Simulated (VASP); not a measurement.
Given:

```yaml
crystal:
  lattice:
    - [0.00000, 2.60559, 2.60559]
    - [2.60559, 0.00000, 2.60559]
    - [2.60559, 2.60559, 0.00000]
  atoms:
    - { symbol: Mg, position: [0.00000, 0.00000, 0.00000] }
    - { symbol: S, position: [0.50000, 0.50000, 0.50000] }
```

Method: revTPSS meta-GGA, VASP's PBE PAW potentials (set 64) (plane waves; VASP). Settings: 520 eV cut-off, 10×10×10 Γ-centred mesh, tetrahedra with Blöchl corrections, potentials Mg S.

Problem. What does the run give for the energy per atom (σ→0), band gap (over mesh and band path) with the smallest direct gap where there is one?

Solution. 
| Property | Value |
|---|---|
| band gap (over mesh and band path) | 3.04 eV |
| smallest direct gap (over mesh and band path) | 4.00 eV |
| energy per atom (σ→0) | -5677 meV/atom |

The compound is MgS in the rock salt structure. It was relaxed first.
